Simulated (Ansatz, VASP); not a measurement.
## Cross-check of GaH2N (H-GaN-H chair, 1 layer) between VASP and Ansatz

One calculation is typed for both programs; each brings its own data sets. How far apart do they land? Of the first pair: The structure shown is the start of the Ansatz relaxation below; VASP solves that cell, so the two are compared at the walk's first step.

Calculated with Ansatz 0.2.0; plane waves, with VASP 6.6.1 beside it; single point at PBE.

**1. The structure**

The cell holds 4 atoms: 2 H, 1 N and 1 Ga. Cell: a = 3.184 Å, b = 3.185 Å, c = 18.193 Å, α = 90.0°, β = 90.0°, γ = 120.0°. Vacuum lies along c.

**2. Ansatz: relaxation, PBE**

Ansatz runs on its default PAW (the set named soft_2) files.

The two programs are compared at the cell with which this relaxation starts, whose forces are those of its first step.

input.yaml reads:

```yaml
crystal:
  lattice:
    - [3.1845, 0.0, 0.0]
    - [-1.59225, 2.7578578984, 0.0]
    - [0.0, 0.0, 18.1933333333]
  atoms:
    - { symbol: H, position: [0.6666666667, 0.3333333333, 0.4122389154] }
    - { symbol: "N", position: [0.6666666667, 0.3333333333, 0.4683034078] }
    - { symbol: Ga, position: [0.3333333333, 0.6666666667, 0.5036643459] }
    - { symbol: H, position: [0.3333333333, 0.6666666667, 0.5877610846] }
kpoints:
  mp_grid: { grid: [12, 12, 1] }
hamiltonian:
  xc: pbe
scf:
  occupations: { method: fermi_dirac, width: 0.05 }
  convergence: { dr2_threshold: 1.0e-08 }
efield:
  axis: 3
  dipole_correction: true
  ramp_position: 0.97
  ramp_width: 0.04
relax:
  f_tol: 0.01
  cell: { fix: [c, alpha, beta] }
output:
  write_potential: true
  write_density: true
  volumetric_format: npy
```

On the command line:

```bash
> ansatz run input.yaml --threads 2 --pin off --max-ram 4096MiB --backend cpu --events-out ev --progress --plain --runs-dir out
```

Numbers of over 12 decimals in the logs are rounded to 6 here.

Log:

```text
Warning: relax.cell: scf.convergence.dr2_threshold = 1e-8 eV is looser than the 4e-10 eV advised for a relaxation that steers and ends on the stress (1e-10 eV for each atom of the cell: 4). What an SCF threshold leaves in a stress goes as its square root, and in the free energy as the threshold itself, and one threshold admits the most on a small cell: [figures from the program's tests cut] Set scf.convergence.dr2_threshold to 4e-10 eV or tighter. The threshold is an SCF's pass mark: one that does not reach it within its budget of iterations ends unconverged, or closes short of it on a stop that the run arms, and scf.convergence.dr2_threshold's page says what that costs each kind of run
Engine: ansatz 0.2.0, aarch64-unknown-linux-gnu
Pseudopotentials: kind: paw
Pseudopotential: H, paw, valence charge 1, recommended cutoff 420 eV (normal), H.paw.azcp
Pseudopotential: N, paw, valence charge 5, recommended cutoff 420 eV (normal), N.paw.azcp
Pseudopotential: Ga, paw, valence charge 13, recommended cutoff 420 eV (normal), Ga.paw.azcp
Functional definition: PBE
  parameter kappa = 0.804
  parameter beta = 0.066725
  exchange = pbe_x(kappa = kappa, mu = beta*pi^2/3)
  correlation = pbe_c(beta = beta)
Crystal: 4 atoms, lattice volume = 159.781 Å³
Basis set: ecut = 420 eV, 3145 PW (Γ), exchange–correlation on 48×48×250 points (8 copies of the dense FFT grid, shifted against one another)
Bands: 14, of which v1, the nominal top of the filled ones, is band 10 counted from 1 (9 counted from 0)
Symmetry: 6 space group operations
Space group: P3m1 (ITA 156), of the structure as read, at distance tolerance 5.4e-5 Å
k-points: 19 of 144 (time reversal used)
Non-local potential: H, projectors of the file, l = 0: 2, l = 1: 1
Non-local potential: N, projectors of the file, l = 0: 2, l = 1: 2, l = 2: 1
Non-local potential: Ga, projectors of the file, l = 0: 2, l = 1: 2, l = 2: 3, l = 3: 1
PAW form: soft (Blöchl's): semilocal exchange-correlation on the pseudo side does not see the compensation charge
PAW one-centre angular grid: H, 110 points (default); XC on 64 Gauss nodes
PAW one-centre angular grid: N, 110 points (default); XC on 64 Gauss nodes
PAW one-centre angular grid: Ga, 590 points (default); XC on 64 Gauss nodes
Initial density: superposition of atomic densities (neutral atoms: chi_scale 0, normalization atom), corrected by the library's trained network
Initial wavefunctions: pseudopotential atomic-orbital guess
Functional: x = pbe(κ = 0.804, μ = 0.219515), c = pbe(β = 0.066725)
SCF iter   1: F=—  HF=-4199.554209 eV  |F-HF|=—  |Δ(HF+E_count)|=         —  Δρ=1.66e-3  dr2=6.20e-3  ethr=1.77e-3  p=-0.153 e·Å  D=-1.73e-1 V/Å  ΔV_dip=3.15 eV  dr2_dipole=1.55e-3  V_vac-E_F(+/−)=6.19/3.04 eV  ⟨swp⟩=6.6  Hψ=1719  notcnv=0
efield: sawtooth ramp at fractional position 0.9700 (set: `efield.ramp_position`, or a place that a band, a saddle search or an elastic batch's reference lends), width 0.0400; the density the first Hamiltonian is built on has a dipole p = -0.153 e·Å; the dipole correction subtracts the counter field D = -1.73e-1 V/Å, which shifts the + side's vacuum level by +3.15 eV against the − side's; the planar-averaged density in the ramp window peaks in size at 2.8e-5 e/Å³
preconditioner: auto → none  [insulator: Δε(μ)=3.082 eV  Ē_g=15.673 eV  σ=0.050 eV  W_gap=1.00  n_scr=10 (ndim 8)  ℏωp=13.1 eV  f_vac=0.714  D(μ)=0.00/eV (n_scr^D=0)  ε∞_Penn≈1.7]
SCF iter   2: F=—  HF=-4199.555109 eV  |F-HF|=—  |Δ(HF+E_count)|=   8.99e-4  Δρ=1.02e-3  dr2=2.60e-3  ethr=3.10e-5  p=-0.179 e·Å  D=-2.03e-1 V/Å  ΔV_dip=3.69 eV  dr2_dipole=1.21e-5  V_vac-E_F(+/−)=6.45/2.76 eV  ⟨swp⟩=2.1  Hψ=596  notcnv=0
SCF iter   3: F=—  HF=-4199.555357 eV  |F-HF|=—  |Δ(HF+E_count)|=   2.48e-4  Δρ=4.24e-4  dr2=1.01e-3  ethr=1.30e-5  p=-0.177 e·Å  D=-2.00e-1 V/Å  ΔV_dip=3.64 eV  dr2_dipole=3.74e-4  V_vac-E_F(+/−)=6.33/2.69 eV  ⟨swp⟩=2.3  Hψ=459  notcnv=0
SCF iter   4: F=—  HF=-4199.555168 eV  |F-HF|=—  |Δ(HF+E_count)|=   1.88e-4  Δρ=9.50e-5  dr2=1.24e-5  ethr=5.05e-6  p=-0.187 e·Å  D=-2.12e-1 V/Å  ΔV_dip=3.85 eV  dr2_dipole=2.16e-7  V_vac-E_F(+/−)=6.45/2.59 eV  ⟨swp⟩=2.1  Hψ=406  notcnv=0
SCF iter   5: F=—  HF=-4199.555188 eV  |F-HF|=—  |Δ(HF+E_count)|=   1.93e-5  Δρ=3.75e-5  dr2=1.29e-6  ethr=6.18e-8  p=-0.188 e·Å  D=-2.12e-1 V/Å  ΔV_dip=3.87 eV  dr2_dipole=1.40e-9  V_vac-E_F(+/−)=6.46/2.59 eV  ⟨swp⟩=2.0  Hψ=496  notcnv=0
SCF iter   6: F=—  HF=-4199.555155 eV  |F-HF|=—  |Δ(HF+E_count)|=   3.24e-5  Δρ=1.02e-5  dr2=1.08e-7  ethr=6.44e-9  p=-0.188 e·Å  D=-2.13e-1 V/Å  ΔV_dip=3.87 eV  dr2_dipole=4.14e-9  V_vac-E_F(+/−)=6.46/2.59 eV  ⟨swp⟩=2.1  Hψ=466  notcnv=0
[...]
iter 1 solved again at ethr=1.44e-7 eV; its pass at ethr=3.10e-3 eV (dr2=2.88e-5 eV) is discarded
SCF iter   1: F=—  HF=-4199.620857 eV  |F-HF|=—  |Δ(HF+E_count)|=         —  Δρ=2.15e-4  dr2=2.83e-6  ethr=1.44e-7  p=-0.164 e·Å  D=-1.81e-1 V/Å  ΔV_dip=3.30 eV  dr2_dipole=3.19e-8  V_vac-E_F(+/−)=5.96/2.67 eV  ⟨swp⟩=3.7  Hψ=2411  notcnv=0
efield: sawtooth ramp at fractional position 0.9700 (set: `efield.ramp_position`, or a place that a band, a saddle search or an elastic batch's reference lends), width 0.0400; the density the first Hamiltonian is built on has a dipole p = -0.164 e·Å; the dipole correction subtracts the counter field D = -1.81e-1 V/Å, which shifts the + side's vacuum level by +3.30 eV against the − side's; the planar-averaged density in the ramp window peaks in size at 1.0e-5 e/Å³
preconditioner: auto → none  [insulator: Δε(μ)=2.949 eV  Ē_g=15.327 eV  σ=0.050 eV  W_gap=1.00  n_scr=10 (ndim 8)  ℏωp=13.0 eV  f_vac=0.712  D(μ)=0.00/eV (n_scr^D=0)  ε∞_Penn≈1.7]
SCF iter   2: F=—  HF=-4199.623454 eV  |F-HF|=—  |Δ(HF+E_count)|=   2.60e-3  Δρ=1.08e-4  dr2=1.04e-6  ethr=1.41e-8  p=-0.164 e·Å  D=-1.81e-1 V/Å  ΔV_dip=3.29 eV  dr2_dipole=6.03e-8  V_vac-E_F(+/−)=5.95/2.66 eV  ⟨swp⟩=2.6  Hψ=539  notcnv=0
SCF iter   3: F=—  HF=-4199.624620 eV  |F-HF|=—  |Δ(HF+E_count)|=   1.17e-3  Δρ=4.28e-5  dr2=5.31e-7  ethr=5.18e-9  p=-0.164 e·Å  D=-1.81e-1 V/Å  ΔV_dip=3.30 eV  dr2_dipole=7.82e-8  V_vac-E_F(+/−)=5.95/2.65 eV  ⟨swp⟩=3.1  Hψ=530  notcnv=0
SCF iter   4: F=—  HF=-4199.624949 eV  |F-HF|=—  |Δ(HF+E_count)|=   3.28e-4  Δρ=7.94e-6  dr2=4.30e-8  ethr=2.65e-9  p=-0.164 e·Å  D=-1.81e-1 V/Å  ΔV_dip=3.29 eV  dr2_dipole=5.08e-9  V_vac-E_F(+/−)=5.94/2.65 eV  ⟨swp⟩=2.7  Hψ=491  notcnv=0
iter 5 met the thresholds in force, and the SCF goes on: an eigenvalue changes by 13.71 meV, over its tolerance of 3.16 meV (output.eigenvalues, Limitations)
SCF iter   5: F=-4199.624973 eV  HF=-4199.624971 eV  |F-HF|=2.38e-6  |Δ(HF+E_count)|=   2.24e-5  Δρ=2.13e-6  dr2=3.24e-9  ethr=5.00e-11  p=-0.164 e·Å  D=-1.81e-1 V/Å  ΔV_dip=3.30 eV  dr2_dipole=1.31e-10  V_vac-E_F(+/−)=5.94/2.65 eV  ⟨swp⟩=8.9  Hψ=2102  notcnv=0
iter 6 met the thresholds in force, and the SCF goes on: an eigenvalue changes by 4.10 meV, over its tolerance of 3.16 meV (output.eigenvalues, Limitations)
SCF iter   6: F=-4199.624973 eV  HF=-4199.624973 eV  |F-HF|=4.05e-7  |Δ(HF+E_count)|=   1.98e-6  Δρ=6.40e-7  dr2=3.18e-10  ethr=1.62e-11  p=-0.164 e·Å  D=-1.81e-1 V/Å  ΔV_dip=3.30 eV  dr2_dipole=7.54e-12  V_vac-E_F(+/−)=5.94/2.65 eV  ⟨swp⟩=7.8  Hψ=1880  notcnv=0
Mixer restart at iter 6: flushing history
SCF iter   7: F=-4199.624973 eV  HF=-4199.624973 eV  |F-HF|=3.80e-10  |Δ(HF+E_count)|=   4.06e-7  Δρ=2.80e-7  dr2=3.42e-10  ethr=1.59e-12  p=-0.164 e·Å  D=-1.81e-1 V/Å  ΔV_dip=3.30 eV  dr2_dipole=6.05e-11  V_vac-E_F(+/−)=5.94/2.65 eV  ⟨swp⟩=6.5  Hψ=1711  notcnv=0
SCF 5 converged in 7 iterations: F = -4199.624973 eV  dr2 = 3.42e-10
relax step   5: F+E_penalty+E_count = -4199.62497339 eV  Δ(F+E_penalty+E_count) = -2.857e-3 eV  max|allowed force component| = 3.343e-3 eV/Å  Δτ_max = 0.0000 Å  P = +0.028 GPa  Ω = 163.617 Å³  fix = [c, alpha, beta]  reactions: c +0.003 GPa  stress off target by 4.06e-2 GPa on what of the cell is left free  SCF on the basis re-selected at this cell (its energy is not comparable with the rows above)  (7 SCF iters)
basis re-selected at this cell: Δ(F+E_penalty+E_count) = -2.857e-3 eV, ΔP = +0.021 GPa vs the last step (what re-selecting the basis moved, of the pressure what is left beyond the Pulay correction that the steps carried, after the strain that the cell walked since its last selection, with what the two solves' SCF thresholds leave and, on support functions, any second-order correction that the steps lacked; it is no m [...]
WARN: The output density's exchange-correlation potential varies sharply where the density is thin. Do not read a vacuum level from v_tot or v_xc, or from such a field of the output density. On a cell that repeats whose density bears no net charge and no dipole along the vacuum's axis use v_es (v_loc + v_h of the components); under efield.dipole_correction with no amplitude use v_es + v_field, which holds any externa [...]
SCF converged after 7 iterations
an eigenvalue changed by more than its tolerance at an iteration that met the thresholds in force, so the SCF went on 2 times, its first undamped step at iteration 6: the last check found none over its tolerance
Free energy (F): -4199.624973 eV
Harris-Foulkes:  -4199.624973 eV  (|F-HF|=3.80e-10)
Internal energy: -4199.624973 eV  (E = F + TS)
E sigma→0 (E₀):  -4199.624973 eV
Fermi energy:    -1.997589 eV
Dipole field:    D = -0.181123 V/Å  (p = -0.163772 e·Å, saw-weighted, corrected)
Work function:   Φ+ = 5.9434 eV   Φ− = 2.6483 eV
Levels:          The Fermi level and band energies are counted from a zero that moves with the ramp; work functions are not
--- Per-component energies (eV) ---
  E_band       = -246.278467
  E_kinetic    = 273.377937
  E_local      = -11218.516605  (includes V_loc(G=0)·N_el)
  E_nonlocal   = 475.665602
  E_hartree    = 5407.272692
  E_xc         = -146.052292
  E_vxc        = -156.163647  (∫ρ·V_xc dr)
  E_paw        = -2119.590022  (= ΣΔE_a)
  E_vpaw       = -435.550269  (= ΣTr[D̂ρ^β])
  E_aug_tail   = -0.002476  (compensation charges beyond the density's cutoff)
  E_efield     = 0.014831  (sawtooth field / dipole correction)
  E_vefield    = 0.366523  (∫n·V_field dr)
  E_ewald      = 3128.205360
  E_smearing   = -0.000000  (= −TS)
  E_closure    = -0.000000  (closes the sum)
  Σ components = -4199.624973   (vs F -4199.624973, Δ=0.00e0)
--- Forces (eV/Å), atoms counted from 1 ---
  atom   1  H     -0.00000000     0.00000000    -0.00332819
  atom   2  N     -0.00000000     0.00000000     0.00090475
  atom   3  Ga    -0.00000000     0.00000000     0.00311733
  atom   4  H      0.00000000    -0.00000000    -0.00063661
  max |Σ_I F_I| component: 5.73e-5 eV/Å
--- Stress (GPa, compression-positive) ---
        0.040601       0.000000       0.000000
       -0.000000       0.040601       0.000000
        0.000000       0.000000       0.003486
  P = ⅓ Tr σ = 0.0282 GPa (0.282 kbar)
--- Band table (eV; the first three rows and the last of 19) ---
  k-point 0: bands = [... 6 lower, -10.1147, -5.2029, -3.5149, -3.5149, -0.5320, 0.9171, 1.8379, 3.2411]
  k-point 1: bands = [... 6 lower, -10.0561, -5.1909, -3.9312, -3.6068, -0.3009, 1.1483, 2.0113, 3.3487]
  k-point 2: bands = [... 6 lower, -9.8900, -5.3766, -4.5972, -3.8478, 0.1703, 1.6933, 2.4916, 3.6500]
  k-point 18: bands = [... 6 lower, -8.5054, -7.9860, -6.7009, -4.0546, 3.0310, 3.8967, 5.0618, 5.1681]
--- Relaxed structure (4 steps of the walk, 4 accepted, 1 SCFs on fresh bases) ---
  F+E_penalty+E_count = -4199.62497339 eV   max|allowed force component| = 3.343e-3 eV/Å   (the final SCF, on the basis selected at the relaxed cell)
  cell:  # Å, volume = 163.6170 Å³
    - [3.222498, 0, 0]
    - [-1.611249, 2.790766, 0]
    - [0, 0, 18.1933333333]
  atoms:
    - { symbol: H, position: [0.666667, 0.333333, 0.409745] }
    - { symbol: N, position: [0.666667, 0.333333, 0.466073] }
    - { symbol: Ga, position: [0.333333, 0.666667, 0.505497] }
    - { symbol: H, position: [0.333333, 0.666667, 0.590653] }
```

The column dr2 measures how far the density is from self-consistency, as an energy; F and HF (Harris–Foulkes) agree once it is small.

(Part 1 of 2 ends here.)

[Lines on the potential files, build, host, timing and source positions are cut from VASP's logs without a mark.]

[Logs are printed without paths, hosts, clocks, repeated set-up lines and the standing remarks that a program may print on its own settings, such as how far it seeks lower states.]

[Hosts, paths, dates, database ids (printed as entryN), source tags and the programs' standing remarks are cut or masked in the printed files.]
